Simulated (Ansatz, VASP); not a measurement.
# Cross-check of SnSe between VASP and Ansatz

One calculation is typed for both programs; each brings its own data sets. How far apart do they land? The structure shown is the end of the Ansatz relaxation below.

Main program and level: Ansatz 0.2.0; plane waves, with VASP 6.6.1 beside it; single point at PBE with D3(BJ).

## (1) The structure

The structure is orthorhombic, space group Pnma (No. 62). The conventional cell has a = 11.857 Å, b = 4.298 Å, c = 4.246 Å, α = 90.00°, β = 90.00°, γ = 90.00°. Nearest to Sn lie 5 Se at 2.76 to 3.20 Å. Nearest to Se lie 5 Sn at 2.76 to 3.20 Å. Farther neighbours and most contacts between anions are not listed.

## (2) Ansatz: relaxation, PBE with D3(BJ)

Ansatz runs on its PAW soft_1 files.

This run makes the geometry at which the two programs are then compared.

File input.yaml:

```yaml
crystal:
  lattice:
    - [11.85719829, 0.0, 0.0]
    - [0.0, 4.29844235, 0.0]
    - [0.0, 0.0, 4.292774702]
  atoms:
    - { symbol: Sn, position: [0.118593, 0.25, 0.0925598] }
    - { symbol: Sn, position: [0.381407, 0.75, 0.5925598] }
    - { symbol: Sn, position: [0.618593, 0.25, 0.4074402] }
    - { symbol: Sn, position: [0.881407, 0.75, 0.9074402] }
    - { symbol: Se, position: [0.8572655, 0.25, 0.4773824] }
    - { symbol: Se, position: [0.6427345, 0.75, 0.9773824] }
    - { symbol: Se, position: [0.3572655, 0.25, 0.0226176] }
    - { symbol: Se, position: [0.1427345, 0.75, 0.5226176] }
kpoints:
  mp_grid: { grid: [3, 7, 7] }
scf:
  occupations: { method: fermi_dirac, width: 0.02 }
hamiltonian:
  xc: pbe
  pseudopotentials: { kind: paw, azcp: { folder: soft_1 } }
  dispersion: d3bj
basis:
  ecutwfc: 600
output:
  forces: true
  stress: true
relax:
  f_tol: 0.005
  max_steps: 70
  cell: { stress_tol: 0.02, p_target: 0, fix: [a, b, alpha, beta, gamma] }
```

Command:

```bash
> ansatz run input.yaml --threads 4 --pin off --max-ram 10240MiB --backend cpu --events-out ev --progress --plain --runs-dir out
```

Numbers of over 12 decimals in the logs are rounded to 6 here.

The program printed:

```text
Engine: ansatz 0.2.0, x86_64-unknown-linux-gnu
Pseudopotentials: kind: paw
Pseudopotential: Sn, paw, valence charge 14, recommended cutoff 420 eV (normal), soft_1/Sn.paw.azcp
Pseudopotential: Se, paw, valence charge 16, recommended cutoff 420 eV (normal), soft_1/Se.paw.azcp
Functional definition: PBE
  parameter kappa = 0.804
  parameter beta = 0.066725
  exchange = pbe_x(kappa = kappa, mu = beta*pi^2/3)
  correlation = pbe_c(beta = beta)
Crystal: 8 atoms, lattice volume = 218.792 Å³
Basis set: ecut = 600 eV, 7311 PW (Γ), exchange–correlation on 192×72×72 points (8 copies of the dense FFT grid, shifted against one another)
Bands: 72, of which v1, the nominal top of the filled ones, is band 60 counted from 1 (59 counted from 0)
Symmetry: 8 space group operations
Space group: Pnma (ITA 62), of the structure as read, at distance tolerance 6.0e-5 Å
k-points: 32 of 147
Non-local potential: Sn, projectors of the file, l = 0: 2, l = 1: 2, l = 2: 2, l = 3: 1
Non-local potential: Se, projectors of the file, l = 0: 2, l = 1: 2, l = 2: 3, l = 3: 1
PAW form: soft (Blöchl's): semilocal exchange-correlation on the pseudo side does not see the compensation charge
PAW one-centre angular grid: Sn, 590 points (default); XC on 64 Gauss nodes
PAW one-centre angular grid: Se, 590 points (default); XC on 64 Gauss nodes
Initial density: superposition of atomic densities (chi_scale 0.1, normalization cell, long waves kept (reshape's long-wave potential 0.02 eV rms))
Initial wavefunctions: pseudopotential atomic-orbital guess
Functional: x = pbe(κ = 0.804, μ = 0.219515), c = pbe(β = 0.066725)
SCF iter   1: F=—  HF=-45980.414428 eV  |F-HF|=—  |Δ(HF+E_count)|=         —  Δρ=2.81e-2  dr2=2.14e0  ethr=3.10e-3  ⟨swp⟩=6.2  Hψ=8550  notcnv=0
preconditioner: auto → Resta (q_TF=auto, 2.468 Å⁻¹)  ε∞=2.7  [insulator: Δε(μ)=0.338 eV  Ē_g=17.001 eV  σ=0.020 eV  W_gap=1.00  n_scr=56 (ndim 8)  ℏωp=22.5 eV  f_vac=0.000  D(μ)=0.00/eV (n_scr^D=0)  ε∞_Penn≈2.7]
SCF iter   2: F=—  HF=-45979.861804 eV  |F-HF|=—  |Δ(HF+E_count)|=   5.53e-1  Δρ=1.31e-2  dr2=3.76e-1  ethr=1.79e-3  ⟨swp⟩=3.9  Hψ=4310  notcnv=0  defer=170
SCF iter   3: F=—  HF=-45979.762421 eV  |F-HF|=—  |Δ(HF+E_count)|=   9.94e-2  Δρ=3.14e-3  dr2=1.75e-2  ethr=3.13e-4  ⟨swp⟩=3.8  Hψ=4367  notcnv=0  defer=170
SCF iter   4: F=—  HF=-45979.763873 eV  |F-HF|=—  |Δ(HF+E_count)|=   1.45e-3  Δρ=7.61e-4  dr2=2.24e-3  ethr=1.46e-5  ⟨swp⟩=2.0  Hψ=4268  notcnv=0  defer=170
SCF iter   5: F=—  HF=-45979.764098 eV  |F-HF|=—  |Δ(HF+E_count)|=   2.25e-4  Δρ=2.64e-4  dr2=2.01e-4  ethr=1.87e-6  ⟨swp⟩=2.0  Hψ=4054  notcnv=0  defer=170
SCF iter   6: F=—  HF=-45979.764144 eV  |F-HF|=—  |Δ(HF+E_count)|=   4.64e-5  Δρ=6.47e-5  dr2=8.87e-6  ethr=1.68e-7  ⟨swp⟩=2.0  Hψ=4054  notcnv=0  defer=170
SCF iter   7: F=—  HF=-45979.764214 eV  |F-HF|=—  |Δ(HF+E_count)|=   7.02e-5  Δρ=1.56e-5  dr2=5.81e-7  ethr=7.39e-9  ⟨swp⟩=2.0  Hψ=2944  notcnv=0  defer=170
SCF iter   8: F=-45979.764215 eV  HF=-45979.764215 eV  |F-HF|=2.81e-8  |Δ(HF+E_count)|=   8.08e-7  Δρ=3.99e-6  dr2=4.75e-8  ethr=8.33e-11  ⟨swp⟩=5.1  Hψ=8116  notcnv=0
SCF 1 converged in 8 iterations: F = -45979.764215 eV  dr2 = 4.75e-8
  greatest PAW one-centre occupation: 1.000 electrons in one spin orbital (limit 2), on the Se atom at site 7 (counted from 0), in its partial waves of l = 2
relax step   1: F+E_penalty+E_count = -45979.76421505 eV  Δ(F+E_penalty+E_count) = +0.000e0 eV  max|allowed force component| = 2.318e-1 eV/Å  Δτ_max = 0.0000 Å  P = -1.972 GPa  Ω = 218.792 Å³  fix = [a, b, alpha, beta, gamma]  reactions: a -3.316, b -2.051 GPa  (8 SCF iters, dr2 threshold 1.00e-7 eV, accepted)
[...]
relax step   6: F+E_penalty+E_count = -45979.80468535 eV  Δ(F+E_penalty+E_count) = +2.489e-4 eV  max|allowed force component| = 1.540e-2 eV/Å  Δτ_max = 0.0166 Å  P = -1.062 GPa  Ω = 216.433 Å³  energy of the carried Pulay correction = +2.155e-5 eV  fix = [a, b, alpha, beta, gamma]  (9 SCF iters, rejected (line search))
[...]
relax step   7: F+E_penalty+E_count = -45979.80498690 eV  Δ(F+E_penalty+E_count) = -5.268e-5 eV  max|allowed force component| = 1.210e-3 eV/Å  Δτ_max = 0.0081 Å  P = -1.019 GPa  Ω = 216.391 Å³  energy of the carried Pulay correction = +2.194e-5 eV  fix = [a, b, alpha, beta, gamma]  reactions: a -1.654, b -1.403 GPa  (9 SCF iters, accepted)
[...]
relax step   8: F+E_penalty+E_count = -45979.80496660 eV  Δ(F+E_penalty+E_count) = +2.030e-5 eV  max|allowed force component| = 1.208e-3 eV/Å  Δτ_max = 0.0000 Å  P = -1.019 GPa  Ω = 216.391 Å³  fix = [a, b, alpha, beta, gamma]  reactions: a -1.653, b -1.403 GPa  stress off target by 3.07e-4 GPa on what of the cell is left free  SCF on the basis re-selected at this cell (its energy is not comparable with the rows above)  (8 SCF iters)
basis re-selected at this cell: Δ(F+E_penalty+E_count) = +2.030e-5 eV, ΔP = +0.000 GPa vs the last step (what re-selecting the basis moved, of the pressure what is left beyond the Pulay correction that the steps carried, after the strain that the cell walked since its last selection, with what the two solves' SCF thresholds leave and, on support functions, any second-order correction that the steps lacked; it is no m [...]
SCF converged after 8 iterations
Free energy (F): -45979.804967 eV
Harris-Foulkes:  -45979.804967 eV  (|F-HF|=2.91e-11)
Internal energy: -45979.804967 eV  (E = F + TS)
E sigma→0 (E₀):  -45979.804967 eV
Entropy (-TS):   -0.000000 eV (-0.000 meV/atom)
Fermi energy:    8.857033 eV
--- Per-component energies (eV) ---
  E_band       = -1916.872051
  E_kinetic    = 1106.701475
  E_local      = -14902.843077  (includes V_loc(G=0)·N_el)
  E_nonlocal   = -836.300132
  E_hartree    = 7718.397369
  E_xc         = -843.321535
  E_vxc        = -680.957192  (∫ρ·V_xc dr)
  E_paw        = -25993.574715  (= ΣΔE_a)
  E_vpaw       = -2040.268016  (= ΣTr[D̂ρ^β])
  E_aug_tail   = 0.000156  (compensation charges beyond the density's cutoff)
  E_ewald      = -12226.004376
  E_disp       = -2.860132  (pairwise vdW)
  E_smearing   = -0.000000  (= −TS)
  E_closure    = -0.000000  (closes the sum)
  Σ components = -45979.804967   (vs F -45979.804967, Δ=0.00e0)
--- Forces (eV/Å), atoms counted from 1 ---
  atom   1  Sn     0.00056649    -0.00000000    -0.00009226
  atom   2  Sn    -0.00056649    -0.00000000    -0.00009226
  atom   3  Sn     0.00056649     0.00000000     0.00009226
  atom   4  Sn    -0.00056649     0.00000000     0.00009226
  atom   5  Se    -0.00120809    -0.00000000    -0.00027252
  atom   6  Se     0.00120809    -0.00000000    -0.00027252
  atom   7  Se    -0.00120809     0.00000000     0.00027252
  atom   8  Se     0.00120809     0.00000000     0.00027252
  max |Σ_I F_I| component: 0.00e0 eV/Å
--- Stress (GPa, compression-positive) ---
       -1.653481       0.000000       0.000000
        0.000000      -1.403059      -0.000000
        0.000000      -0.000000      -0.000307
  P = ⅓ Tr σ = -1.0189 GPa (-10.189 kbar)
--- Relaxed structure (7 steps of the walk, 6 accepted, 1 SCFs on fresh bases) ---
  F+E_penalty+E_count = -45979.80496660 eV   max|allowed force component| = 1.208e-3 eV/Å   (the final SCF, on the basis selected at the relaxed cell)
  cell:  # Å, volume = 216.3905 Å³
    - [11.85719829, 0, 0]
    - [0, 4.29844235, 0]
    - [0, 0, 4.245659]
  atoms:
    - { symbol: Sn, position: [0.123678, 0.250000, 0.076034] }
    - { symbol: Sn, position: [0.376322, 0.750000, 0.576034] }
    - { symbol: Sn, position: [0.623678, 0.250000, 0.423966] }
    - { symbol: Sn, position: [0.876322, 0.750000, 0.923966] }
    - { symbol: Se, position: [0.855911, 0.250000, 0.478541] }
    - { symbol: Se, position: [0.644089, 0.750000, 0.978541] }
    - { symbol: Se, position: [0.355911, 0.250000, 0.021459] }
    - { symbol: Se, position: [0.144089, 0.750000, 0.521459] }
```

## (3) VASP: single point, PBE with D3(BJ)

The same cell, functional, mesh and smearing now go to VASP, with its own data sets.

Lines of VASP's logs that name or quote its potential files are left out, and so is its time.

File INCAR:

```
SYSTEM = SnSe
PREC = Accurate
ENCUT = 500
EDIFF = 1E-06
NELM = 120
ISMEAR = -1
SIGMA = 0.02
LREAL = .FALSE.
ALGO = Normal
GGA = PE
IVDW = 12
NBANDS = 49
LORBIT = 11
LWAVE = .FALSE.
LCHARG = .FALSE.
ISIF = 2
LASPH = .TRUE.
GGA_COMPAT = .FALSE.
EFERMI = MIDGAP
KPAR = 2
```

File POSCAR:

```
SnSe
1.0
   11.8571982900      0.0000000000      0.0000000000
    0.0000000000      4.2984423500      0.0000000000
    0.0000000000      0.0000000000      4.2456588983
Sn Se
4 4
Direct
    0.1236781472      0.2500000000      0.0760339337
    0.3763218528      0.7500000000      0.5760339337
    0.6236781472      0.2500000000      0.4239660663
    0.8763218528      0.7500000000      0.9239660663
    0.8559110197      0.2500000000      0.4785410882
    0.6440889803      0.7500000000      0.9785410882
    0.3559110197      0.2500000000      0.0214589118
    0.1440889803      0.7500000000      0.5214589118
```

File KPOINTS:

```
Automatic mesh
0
Gamma
3 7 7
0 0 0
```

PAW data sets: Sn_d and Se (PBE family, release 64).

Command:

```bash
> mpirun -np 2 vasp_std
```

The program printed:

```text
[banner, memory and clock lines left out]
running    2 mpi-ranks, on    1 nodes
 distrk:  each k-point on    1 cores,    2 groups
 distr:  one band on    1 cores,    1 groups

 POSCAR found type information on POSCAR SnSe
 POSCAR found :  2 types and       8 ions
 LDA part: xc-table for (Slater+PW92), standard interpolation
 POSCAR, INCAR and KPOINTS ok, starting setup
 FFT: planning ... GRIDC
 FFT: planning ... GRID_SOFT
 FFT: planning ... GRID
 WAVECAR not read
 entering main loop
       N       E                     dE             d eps       ncg     rms          rms(c)
DAV:   1     0.863097492745E+03    0.86310E+03   -0.35987E+04  3298   0.204E+03
DAV:   2     0.115290146074E+03   -0.74781E+03   -0.72538E+03  3136   0.588E+02
DAV:   3    -0.236967750702E+02   -0.13899E+03   -0.13250E+03  3769   0.203E+02
DAV:   4    -0.332300696665E+02   -0.95333E+01   -0.93491E+01  3649   0.533E+01
DAV:   5    -0.335903418511E+02   -0.36027E+00   -0.35898E+00  3797   0.108E+01    0.630E+00
DAV:   6    -0.328104188073E+02    0.77992E+00   -0.14759E+00  4312   0.583E+00    0.391E+00
DAV:   7    -0.328090145201E+02    0.14043E-02   -0.61150E-01  4142   0.267E+00    0.153E+00
DAV:   8    -0.328066816185E+02    0.23329E-02   -0.67820E-02  4133   0.160E+00    0.339E-01
DAV:   9    -0.328065829983E+02    0.98620E-04   -0.91378E-03  4063   0.612E-01    0.109E-01
DAV:  10    -0.328066815279E+02   -0.98530E-04   -0.94797E-04  3859   0.154E-01    0.626E-02
DAV:  11    -0.328067529656E+02   -0.71438E-04   -0.31020E-04  4120   0.960E-02    0.207E-02
DAV:  12    -0.328067398030E+02    0.13163E-04   -0.34748E-05  3913   0.311E-02    0.860E-03
DAV:  13    -0.328067397892E+02    0.13799E-07   -0.61418E-06  3048   0.874E-03
   1 F= -.35666106E+02 E0= -.35666106E+02  d E =-.179653E-07
```

OUTCAR, selected parts (step 3):

```text
ion  position               nearest neighbor table
   1  0.124  0.250  0.076-   7 2.76   8 2.87   8 2.87   8 3.20   8 3.20   4 3.69   4 3.69
   2  0.376  0.750  0.576-   8 2.76   7 2.87   7 2.87   7 3.20   7 3.20   3 3.69   3 3.69
   3  0.624  0.250  0.424-   5 2.76   6 2.87   6 2.87   6 3.20   6 3.20   2 3.69   2 3.69
   4  0.876  0.750  0.924-   6 2.76   5 2.87   5 2.87   5 3.20   5 3.20   1 3.69   1 3.69
   5  0.856  0.250  0.479-   3 2.76   4 2.87   4 2.87   4 3.20   4 3.20
   6  0.644  0.750  0.979-   4 2.76   3 2.87   3 2.87   3 3.20   3 3.20
   7  0.356  0.250  0.021-   1 2.76   2 2.87   2 2.87   2 3.20   2 3.20
   8  0.144  0.750  0.521-   2 2.76   1 2.87   1 2.87   1 3.20   1 3.20

  LATTYP: Found a simple orthorhombic cell.
 ALAT       =     4.2456588983
 B/A-ratio  =     1.0124323345
 C/A-ratio  =     2.7927816563

 Subroutine GETGRP returns: Found  8 space group operations
 (whereof  2 operations were pure point group operations)

The static configuration has the point symmetry S_2 .
 The point group associated with its full space group is D_2h.

 Found     32 irreducible k-points:

   k-points           NKPTS =     32   k-points in BZ     NKDIM =     32   number of bands    NBANDS=     49

   dimension x,y,z NGX =    90 NGY =   32 NGZ =   32
   dimension x,y,z NGXF=   180 NGYF=   64 NGZF=   64

   ENCUT  =  500.0 eV  36.75 Ry    6.06 a.u.  21.62  7.84  7.74*2*pi/ulx,y,z

   NELECT =      80.0000    total number of electrons

 k-points in reciprocal lattice and weights: Automatic mesh
   0.00000000  0.00000000  0.00000000       0.007
   0.33333333  0.00000000  0.00000000       0.014
   0.00000000  0.14285714  0.00000000       0.014
   0.33333333  0.14285714  0.00000000       0.027
   0.00000000  0.28571429  0.00000000       0.014
   0.33333333  0.28571429  0.00000000       0.027
   0.00000000  0.42857143  0.00000000       0.014
   0.33333333  0.42857143  0.00000000       0.027
   0.00000000  0.00000000  0.14285714       0.014
[...]
0.00000000  0.42857143  0.42857143       0.027
   0.33333333  0.42857143  0.42857143       0.054

 average (electrostatic) potential at core
       1-101.6545       2-101.6545       3-101.6545       4-101.6545       5 -52.7450
       6 -52.7450       7 -52.7450       8 -52.7450

 E-fermi :   5.4957

 k-point     1 :       0.0000    0.0000    0.0000
  band No.  band energies     occupation
    ...
     36       3.4828      2.00000
     37       3.6609      2.00000
     38       3.7052      2.00000
     39       4.6742      2.00000
     40       4.7929      2.00000
     41       5.7721      0.00000
     42       8.6017      0.00000
     43       8.6243      0.00000
     44       8.6616      0.00000
     45       8.9264      0.00000
    ...

 k-point     2 :       0.3333    0.0000    0.0000
  band No.  band energies     occupation
    ...
     36       3.3621      2.00000
     37       3.3742      2.00000
     38       3.5414      2.00000
     39       4.7365      2.00000
     40       4.8188      2.00000
     41       6.8410      0.00000
     42       8.2819      0.00000
     43       8.3611      0.00000
     44       8.5257      0.00000
     45       9.1245      0.00000
    ...

 k-point     3 :       0.0000    0.1429    0.0000
  band No.  band energies     occupation
    ...
     36       3.7307      2.00000
     37       3.7567      2.00000
     38       4.1306      2.00000
     39       4.5260      2.00000
     40       4.7923      2.00000
     41       5.9115      0.00000
     42       7.7214      0.00000
     43       8.5060      0.00000
     44       8.7179      0.00000
     45       8.7294      0.00000
    ...

 Edisp (eV)   -2.85937

  Total      -2.16983    -1.85665     0.02598     0.00000     0.00000     0.00000
  in kB     -16.06561   -13.74679     0.19233     0.00000     0.00000     0.00000
  external pressure =       -9.87 kB  Pullay stress =        0.00 kB

  energy-cutoff  :      500.00
  volume of cell :      216.39
      direct lattice vectors                 reciprocal lattice vectors
    11.857198290  0.000000000  0.000000000     0.084336955  0.000000000  0.000000000
     0.000000000  4.298442350  0.000000000     0.000000000  0.232642413  0.000000000
     0.000000000  0.000000000  4.245658898     0.000000000  0.000000000  0.235534701

 POSITION                                       TOTAL-FORCE (eV/Angst)
 -----------------------------------------------------------------------------------
      1.46648      1.07461      0.32281        -0.013014     -0.000000     -0.007149
      4.46212      3.22383      2.44564         0.013014      0.000000     -0.007149
      7.39508      1.07461      1.80002        -0.013014     -0.000000      0.007149
     10.39072      3.22383      3.92284         0.013014      0.000000      0.007149
     10.14871      1.07461      2.03172         0.009402     -0.000000     -0.007927
      7.63709      3.22383      4.15455        -0.009402     -0.000000     -0.007927
      4.22011      1.07461      0.09111         0.009402     -0.000000      0.007927
      1.70849      3.22383      2.21394        -0.009402     -0.000000      0.007927
 -----------------------------------------------------------------------------------
    total drift:                                0.000000      0.000000      0.000000

  FREE ENERGIE OF THE ION-ELECTRON SYSTEM (eV)
  ---------------------------------------------------
  free  energy   TOTEN  =       -35.6661062575 eV

  energy  without entropy=      -35.6661062396  energy(sigma->0) =      -35.66610625

 total charge
# of ion       s       p       d       tot
------------------------------------------
    1        1.358   0.716   9.992  12.066
    2        1.358   0.716   9.992  12.066
    3        1.358   0.716   9.992  12.066
    4        1.358   0.716   9.992  12.066
    5        1.473   2.318   0.024   3.815
    6        1.473   2.318   0.024   3.815
    7        1.473   2.318   0.024   3.815
    8        1.473   2.318   0.024   3.815
--------------------------------------------------
tot         11.325  12.133  40.063  63.521

[... 3 further parts left out ...]
```

The gap is read on the k-mesh alone, so it is an upper bound where the band edges lie off the mesh.

## (4) Comparison

Known differences besides the potentials themselves: the data sets hold 120 valence electrons in Ansatz (on its PAW soft_1 files) and 80 in VASP; the cutoff is 600 eV in Ansatz and 500 eV in VASP; Ansatz's pressure holds a Pulay correction, VASP's none. Total energies have different zeros and are not compared.

The two programs side by side:

| quantity | Ansatz | VASP | difference |
| --- | --- | --- | --- |
| pressure (GPa) | -1.02 | -0.99 | -0.03 |
| gap on the k mesh (eV) | 0.566 | 0.558 | +0.008 |

At this near-relaxed geometry the largest component of a force difference is 14 meV/Å. A gap on the mesh is an upper bound, since the band edges may lie between its points.

## (5) Results

- difference in gap on the k mesh (single point, PBE with D3(BJ)): 0.0080 eV
- r.m.s. force difference (single point, PBE with D3(BJ)): 8.2 meV/Å

In words: The r.m.s. force difference is 8.2 meV/Å (single point, PBE with D3(BJ)), within the 12 meV/Å picked in this series as the mark of a large difference. The data sets hold unlike numbers of valence electrons (120 in Ansatz and 80 in VASP), so part of the differences comes from the potentials. Such differences can come from data sets, numerical settings and the points named under the comparisons, not from the functional's error against experiment.

[Lines on the potential files, build, host, timing and source positions are cut from VASP's logs without a mark.]

[Logs are printed without paths, hosts, clocks, repeated set-up lines and the standing remarks that a program may print on its own settings, such as how far it seeks lower states.]

[Hosts, paths, dates, database ids (printed as entryN), source tags and the programs' standing remarks are cut or masked in the printed files.]
